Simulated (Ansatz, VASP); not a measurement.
**Ir3Pd2: VASP beside Ansatz**

One calculation is typed for both programs; each brings its own data sets and cutoff. How far apart do they land? The structure shown is the end of the VASP relaxation below.

Program: Ansatz 0.2.0. Level of theory: plane waves, with VASP 6.6.1 beside it; single point at PBE. Results are calculated unless marked as measured.

## Step 1: The starting structure

The cell holds 20 atoms: 12 Ir and 8 Pd. Its edges and angles: a = 5.473 Å, b = 5.473 Å, c = 22.937 Å, α = 90.0°, β = 90.0°, γ = 60.0°. It derives from Ir. As first built, before any earlier steps moved the atoms (in the runner's words): kind: overlayer; added: Pd; how: under the top layer, both faces;. Regions: layer 1, 4 atoms (4 Ir); layer 2, 4 atoms (4 Pd); layer 3, 4 atoms (4 Ir); other layers, 8 atoms (4 Pd and 4 Ir). Vacuum lies along c.

## Step 2: VASP: relaxation, PBE

This run makes the geometry at which the two programs are then compared.

Lines of VASP's logs that name or quote its potential files are left out, and so is its time.

Input file INCAR:

```
SYSTEM = Ir3Pd2
PREC = Normal
ENCUT = 330
EDIFF = 1E-05
NELM = 100
ISMEAR = 0
SIGMA = 0.1
LREAL = Auto
ALGO = Fast
GGA = PE
NBANDS = 116
LASPH = .TRUE.
LWAVE = .FALSE.
LCHARG = .FALSE.
KPAR = 2
NCORE = 4
IBRION = 2
NSW = 50
ISIF = 0
EDIFFG = -0.05
```

Input file POSCAR:

```
Ir3Pd2
1.0
    5.4730064864      0.0000000000      0.0000000000
    2.7365032432      4.7397626523      0.0000000000
    0.0000000000      0.0000000000     22.9373821671
Ir Pd
12 8
Selective dynamics
Direct
    0.0000000000      0.0000000000      0.6948213210  T T T
    0.5000000000      0.0000000000      0.6948213210  T T T
    0.0000000000      0.5000000000      0.6948213210  T T T
    0.5000000000      0.5000000000      0.6948213210  T T T
    0.1666666670      0.1666666670      0.5000000000  F F F
    0.6666666670      0.1666666670      0.5000000000  F F F
    0.1666666670      0.6666666670      0.5000000000  F F F
    0.6666666670      0.6666666670      0.5000000000  F F F
    0.8333333330      0.3333333330      0.3051786790  T T T
    0.3333333330      0.3333333330      0.3051786790  T T T
    0.8333333330      0.8333333330      0.3051786790  T T T
    0.3333333330      0.8333333330      0.3051786790  T T T
    0.8333333330      0.3333333330      0.5974106600  T T T
    0.3333333330      0.3333333330      0.5974106600  T T T
    0.8333333330      0.8333333330      0.5974106600  T T T
    0.3333333330      0.8333333330      0.5974106600  T T T
    0.0000000000      0.0000000000      0.4025893400  T T T
    0.5000000000      0.0000000000      0.4025893400  T T T
    0.0000000000      0.5000000000      0.4025893400  T T T
    0.5000000000      0.5000000000      0.4025893400  T T T
```

Input file KPOINTS:

```
Automatic mesh
0
Gamma
4 4 1
0 0 0
```

The projector-augmented-wave data sets are Ir and Pd (PBE family, release 64).

Command:

```bash
mpirun -np 8 vasp_std
```

Numbers of over 12 decimals in the logs are rounded to 6 here.

What it wrote:

```text
[banner, memory and clock lines left out]
running    8 mpi-ranks, on    1 nodes
 distrk:  each k-point on    4 cores,    2 groups
 distr:  one band on    4 cores,    1 groups

 POSCAR found type information on POSCAR IrPd
 POSCAR found :  2 types and      20 ions
 LDA part: xc-table for (Slater+PW92), standard interpolation
 POSCAR, INCAR and KPOINTS ok, starting setup
 FFT: planning ... GRIDC
 FFT: planning ... GRID_SOFT
 FFT: planning ... GRID
 WAVECAR not read
 entering main loop
       N       E                     dE             d eps       ncg     rms          rms(c)
DAV:   1     0.131814201401E+04    0.13181E+04   -0.65776E+04   928   0.102E+03
DAV:   2    -0.408560677654E+02   -0.13590E+04   -0.12642E+04   980   0.358E+02
DAV:   3    -0.142747194235E+03   -0.10189E+03   -0.90116E+02  1164   0.915E+01
DAV:   4    -0.148557742472E+03   -0.58105E+01   -0.55465E+01  1192   0.218E+01
DAV:   5    -0.148722375638E+03   -0.16463E+00   -0.16359E+00  1292   0.342E+00    0.471E+01
RMM:   6    -0.141768554181E+03    0.69538E+01   -0.23921E+01   935   0.201E+01    0.246E+01
RMM:   7    -0.179896119513E+03   -0.38128E+02   -0.56092E+01  1010   0.226E+01    0.566E+01
RMM:   8    -0.149222741287E+03    0.30673E+02   -0.14545E+01   946   0.122E+01    0.271E+01
RMM:   9    -0.143921327883E+03    0.53014E+01   -0.95259E+00   940   0.110E+01    0.238E+01
RMM:  10    -0.138815984456E+03    0.51053E+01   -0.84095E+00   967   0.798E+00    0.315E+00
RMM:  11    -0.138837657263E+03   -0.21673E-01   -0.10629E+00   995   0.296E+00    0.228E+00
RMM:  12    -0.138829670524E+03    0.79867E-02   -0.22646E-01  1025   0.107E+00    0.160E+00
RMM:  13    -0.138819133449E+03    0.10537E-01   -0.40616E-02   963   0.638E-01    0.551E-01
RMM:  14    -0.138818480073E+03    0.65338E-03   -0.14291E-02  1103   0.280E-01    0.336E-01
[...]
RMM:  19    -0.138817052717E+03   -0.28098E-04   -0.41962E-05   677   0.183E-02    0.251E-02
RMM:  20    -0.138817086584E+03   -0.33867E-04   -0.18411E-05   566   0.128E-02    0.135E-02
RMM:  21    -0.138817131238E+03   -0.44654E-04   -0.99217E-06   561   0.806E-03    0.740E-03
RMM:  22    -0.138817173326E+03   -0.42088E-04   -0.85677E-06   558   0.704E-03    0.866E-03
RMM:  23    -0.138817197874E+03   -0.24549E-04   -0.32183E-06   546   0.513E-03    0.321E-03
RMM:  24    -0.138817228983E+03   -0.31109E-04   -0.22079E-06   499   0.399E-03    0.489E-03
RMM:  25    -0.138817247076E+03   -0.18093E-04   -0.95008E-07   385   0.304E-03    0.221E-03
RMM:  26    -0.138817256236E+03   -0.91600E-05   -0.44855E-07   315   0.239E-03
   1 F= -.13881726E+03 E0= -.13874110E+03  d E =-.138817E+03
 curvature:   0.00 expect dE= 0.000E+00 dE for cont linesearch  0.000E+00
 trial: gam= 0.00000 g(F)=  0.220E-02 g(S)=  0.000E+00 ort = 0.000E+00 (trialstep = 0.100E+01)
 search vector abs. value=  0.220E-02
 bond charge predicted
       N       E                     dE             d eps       ncg     rms          rms(c)
DAV:   1    -0.138818516393E+03   -0.12693E-02   -0.57239E-01  1016   0.185E+00    0.731E-02
RMM:   2    -0.138819036369E+03   -0.51998E-03   -0.54892E-03   934   0.327E-01    0.115E-01
RMM:   3    -0.138819250239E+03   -0.21387E-03   -0.22164E-03  1223   0.145E-01    0.704E-02
RMM:   4    -0.138819323716E+03   -0.73477E-04   -0.22852E-04   980   0.427E-02    0.149E-01
RMM:   5    -0.138819239506E+03    0.84209E-04   -0.25001E-05   575   0.221E-02    0.921E-02
RMM:   6    -0.138819210064E+03    0.29442E-04   -0.20098E-04   973   0.364E-02    0.500E-02
RMM:   7    -0.138819256191E+03   -0.46127E-04   -0.15260E-04   948   0.330E-02    0.470E-02
RMM:   8    -0.138819240309E+03    0.15882E-04   -0.14236E-05   520   0.154E-02    0.411E-02
RMM:   9    -0.138819222733E+03    0.17576E-04   -0.12109E-05   505   0.119E-02    0.317E-02
RMM:  10    -0.138819214723E+03    0.80099E-05   -0.90495E-06   499   0.926E-03
   2 F= -.13881921E+03 E0= -.13874297E+03  d E =-.195849E-02
 trial-energy change:   -0.001958  1 .order   -0.001896   -0.002199   -0.001593
 step:   2.1331(harm=  3.6289)  dis= 0.00702  next Energy=  -138.820208 (dE=-0.295E-02)
 reached required accuracy - stopping structural energy minimisation
```

Parts of OUTCAR (step 2):

```text
ion  position               nearest neighbor table
   1  0.000  0.000  0.695-   2 2.74   2 2.74   3 2.74   4 2.74   3 2.74   4 2.74  16 2.74  13 2.74
                            15 2.74
   2  0.500  0.000  0.695-   1 2.74   1 2.74   3 2.74   4 2.74   4 2.74   3 2.74  15 2.74  14 2.74
                            16 2.74
   3  0.000  0.500  0.695-   4 2.74   4 2.74   1 2.74   2 2.74   2 2.74   1 2.74  14 2.74  15 2.74
                            13 2.74
   4  0.500  0.500  0.695-   3 2.74   3 2.74   1 2.74   2 2.74   1 2.74   2 2.74  13 2.74  16 2.74
                            14 2.74
   5  0.167  0.167  0.500-  14 2.74  18 2.74  19 2.74  13 2.74  17 2.74  16 2.74   6 2.74   6 2.74
                             7 2.74   8 2.74   7 2.74   8 2.74
   6  0.667  0.167  0.500-  13 2.74  17 2.74  20 2.74  18 2.74  14 2.74  15 2.74   5 2.74   5 2.74
                             7 2.74   8 2.74   8 2.74   7 2.74
   7  0.167  0.667  0.500-  16 2.74  20 2.74  17 2.74  19 2.74  15 2.74  14 2.74   8 2.74   8 2.74
                             5 2.74   6 2.74   6 2.74   5 2.74
   8  0.667  0.667  0.500-  15 2.74  19 2.74  18 2.74  16 2.74  20 2.74  13 2.74   7 2.74   7 2.74
                             5 2.74   6 2.74   5 2.74   6 2.74
   9  0.833  0.333  0.305-  10 2.74  10 2.74  11 2.74  12 2.74  11 2.74  12 2.74  20 2.74  17 2.74
                            19 2.74
  10  0.333  0.333  0.305-   9 2.74   9 2.74  11 2.74  12 2.74  12 2.74  11 2.74  19 2.74  18 2.74
                            20 2.74
  11  0.833  0.833  0.305-  12 2.74  12 2.74   9 2.74  10 2.74  10 2.74   9 2.74  18 2.74  19 2.74
                            17 2.74
  12  0.333  0.833  0.305-  11 2.74  11 2.74   9 2.74  10 2.74   9 2.74  10 2.74  17 2.74  20 2.74
                            18 2.74
  13  0.833  0.333  0.597-   6 2.74   5 2.74   8 2.74  14 2.74  14 2.74  15 2.74  16 2.74  15 2.74
                            16 2.74   4 2.74   1 2.74   3 2.74
  14  0.333  0.333  0.597-   5 2.74   6 2.74   7 2.74  13 2.74  13 2.74  15 2.74  16 2.74  16 2.74
                            15 2.74   3 2.74   2 2.74   4 2.74
  15  0.833  0.833  0.597-   8 2.74   7 2.74   6 2.74  16 2.74  16 2.74  13 2.74  14 2.74  14 2.74
                            13 2.74   2 2.74   3 2.74   1 2.74
  16  0.333  0.833  0.597-   7 2.74   8 2.74   5 2.74  15 2.74  15 2.74  13 2.74  14 2.74  13 2.74
                            14 2.74   1 2.74   4 2.74   2 2.74
  17  0.000  0.000  0.403-   6 2.74   7 2.74   5 2.74  18 2.74  18 2.74  19 2.74  20 2.74  19 2.74
                            20 2.74  12 2.74   9 2.74  11 2.74
  18  0.500  0.000  0.403-   5 2.74   8 2.74   6 2.74  17 2.74  17 2.74  19 2.74  20 2.74  20 2.74
                            19 2.74  11 2.74  10 2.74  12 2.74
  19  0.000  0.500  0.403-   8 2.74   5 2.74   7 2.74  20 2.74  20 2.74  17 2.74  18 2.74  18 2.74
                            17 2.74  10 2.74  11 2.74   9 2.74
  20  0.500  0.500  0.403-   7 2.74   6 2.74   8 2.74  19 2.74  19 2.74  17 2.74  18 2.74  17 2.74
                            18 2.74   9 2.74  12 2.74  10 2.74

  LATTYP: Found a hexagonal cell.
 ALAT       =     5.4730064864
 C/A-ratio  =     4.1910021894

 Subroutine GETGRP returns: Found 12 space group operations
 (whereof  6 operations were pure point group operations)

The static configuration has the point symmetry C_3v.
 The point group associated with its full space group is D_3d.

 Found      4 irreducible k-points:

   k-points           NKPTS =      4   k-points in BZ     NKDIM =      4   number of bands    NBANDS=    116

   dimension x,y,z NGX =    24 NGY =   24 NGZ =  108
   dimension x,y,z NGXF=    48 NGYF=   48 NGZF=  216

   ENCUT  =  330.0 eV  24.25 Ry    4.92 a.u.   8.11  8.11 33.97*2*pi/ulx,y,z

   NELECT =     188.0000    total number of electrons

 k-points in reciprocal lattice and weights: Automatic mesh
   0.00000000  0.00000000  0.00000000       0.062
   0.25000000 -0.00000000  0.00000000       0.375
   0.50000000 -0.00000000  0.00000000       0.188
   0.50000000  0.25000000  0.00000000       0.375

 average (electrostatic) potential at core
       1 -56.3182       2 -56.3182       3 -56.3182       4 -56.3182       5 -56.7828
       6 -56.7828       7 -56.7828       8 -56.7828       9 -56.3182      10 -56.3182
      11 -56.3182      12 -56.3182      13 -78.9532      14 -78.9532      15 -78.9532
      16 -78.9532      17 -78.9532      18 -78.9532      19 -78.9532      20 -78.9532

 E-fermi :   1.9709

 k-point     1 :       0.0000    0.0000    0.0000
  band No.  band energies     occupation
    ...
     82       1.7583      1.99737
     83       1.7938      1.98775
     84       1.7938      1.98775
     85       1.7938      1.98775
     86       1.9233      1.49969
     87       2.2812      0.00001
     88       2.2813      0.00001
     89       2.2813      0.00001
     90       2.3107      0.00000
     91       2.3107      0.00000
    ...

 k-point     2 :       0.2500   -0.0000    0.0000
  band No.  band energies     occupation
    ...
     88       1.7335      1.99921
     89       1.7458      1.99855
     90       1.8346      1.94623
     91       1.8346      1.94622
     92       1.8786      1.80864
     93       2.0614      0.20093
     94       2.1259      0.02846
     95       2.1259      0.02846
     96       2.2345      0.00019
     97       2.2470      0.00009
    ...

 k-point     3 :       0.5000   -0.0000    0.0000
  band No.  band energies     occupation
    ...
     94       1.5863      2.00000
     95       1.6340      2.00000
     96       1.6340      2.00000
     97       1.9574      1.15135
     98       1.9574      1.15135
     99       2.1079      0.05278
    100       2.1079      0.05278
    101       2.2534      0.00006
    102       2.2534      0.00006
    103       2.4080      0.00000
    ...

  energy-cutoff  :      330.00
  volume of cell :      595.01
      direct lattice vectors                 reciprocal lattice vectors
     5.473006486  0.000000000  0.000000000     0.182714931 -0.105490514  0.000000000
     2.736503243  4.739762652  0.000000000     0.000000000  0.210981029  0.000000000
     0.000000000  0.000000000 22.937382167     0.000000000  0.000000000  0.043596954

 POSITION                                       TOTAL-FORCE (eV/Angst)
 -----------------------------------------------------------------------------------
      2.73650      4.73976     15.93894         0.000000      0.000000      0.048561
      2.73650      0.00000     15.93894         0.000000      0.000000      0.048561
      6.84126      2.36988     15.93894        -0.000000      0.000000      0.048561
      4.10475      2.36988     15.93894         0.000000      0.000000      0.048561
      1.36825      0.78996     11.46869         0.000000     -0.000000     -0.000000
      4.10475      0.78996     11.46869        -0.000000     -0.000000     -0.000000
      2.73650      3.15984     11.46869         0.000000     -0.000000     -0.000000
      5.47301      3.15984     11.46869        -0.000000     -0.000000     -0.000000
      5.47301      1.57992      6.99844         0.000000     -0.000000     -0.048561
      2.73650      1.57992      6.99844         0.000000     -0.000000     -0.048561
      6.84126      3.94980      6.99844         0.000000      0.000000     -0.048561
      4.10475      3.94980      6.99844        -0.000000     -0.000000     -0.048561
      5.47301      1.57992     13.70633         0.000000     -0.000000      0.037482
      2.73650      1.57992     13.70633         0.000000      0.000000      0.037482
      6.84126      3.94980     13.70633         0.000000      0.000000      0.037482
      4.10475      3.94980     13.70633        -0.000000      0.000000      0.037482
      0.00000      0.00000      9.23106        -0.000000     -0.000000     -0.037482
      2.73650      0.00000      9.23106         0.000000     -0.000000     -0.037482
      1.36825      2.36988      9.23106        -0.000000      0.000000     -0.037482
      4.10475      2.36988      9.23106        -0.000000     -0.000000     -0.037482
 -----------------------------------------------------------------------------------
    total drift:                                0.000002      0.000001      0.000001

  FREE ENERGIE OF THE ION-ELECTRON SYSTEM (eV)
  ---------------------------------------------------
  free  energy   TOTEN  =      -138.8192147232 eV

  energy  without entropy=     -138.6667276356  energy(sigma->0) =     -138.74297118

 reached required accuracy - stopping structural energy minimisation

[... 1 further part left out ...]
```

CONTCAR:

```
Ir3Pd2
   1.00000000000000
     5.4730064864000001    0.0000000000000000    0.0000000000000000
     2.7365032432000000    4.7397626522999996    0.0000000000000000
     0.0000000000000000    0.0000000000000000   22.9373821671000009
  Ir              Pd
    12     8
Selective dynamics
Direct
     0.0000000000000000    1.0000000000000000    0.6948893861565055   T   T   T
     0.5000000000000000    0.0000000000000000    0.6948893861565055   T   T   T
     1.0000000000000000    0.5000000000000000    0.6948893861565055   T   T   T
     0.5000000000000000    0.5000000000000000    0.6948893861565055   T   T   T
     0.1666666670000012    0.1666666670000012    0.5000000000000000   F   F   F
     0.6666666670000012    0.1666666670000012    0.5000000000000000   F   F   F
     0.1666666670000012    0.6666666670000012    0.5000000000000000   F   F   F
     0.6666666670000012    0.6666666670000012    0.5000000000000000   F   F   F
     0.8333333329999988    0.3333333329999988    0.3051106138434945   T   T   T
     0.3333333329999988    0.3333333329999988    0.3051106138434945   T   T   T
     0.8333333329999988    0.8333333329999988    0.3051106138434945   T   T   T
     0.3333333329999988    0.8333333329999988    0.3051106138434945   T   T   T
     0.8333333329999988    0.3333333329999988    0.5975540867965259   T   T   T
     0.3333333329999988    0.3333333329999988    0.5975540867965259   T   T   T
     0.8333333329999988    0.8333333329999988    0.5975540867965259   T   T   T
     0.3333333329999988    0.8333333329999988    0.5975540867965259   T   T   T
     0.0000000000000000    0.0000000000000000    0.4024459132034741   T   T   T
     0.5000000000000000    0.0000000000000000    0.4024459132034741   T   T   T
     0.0000000000000000    0.5000000000000000    0.4024459132034741   T   T   T
     0.5000000000000000    0.5000000000000000    0.4024459132034741   T   T   T
```

The run keeps the 12 symmetry operations of its start, so it cannot find a distortion of lower symmetry.

(Part 1 of 2 ends here.)

[Lines on the potential files, build, host, timing and source positions are cut from VASP's logs without a mark.]

[Logs are printed without paths, hosts, clocks, repeated set-up lines and the standing remarks that a program may print on its own settings, such as how far it seeks lower states.]

[Hosts, paths, dates, database ids (printed as entryN), source tags and the programs' standing remarks are cut or masked in the printed files.]
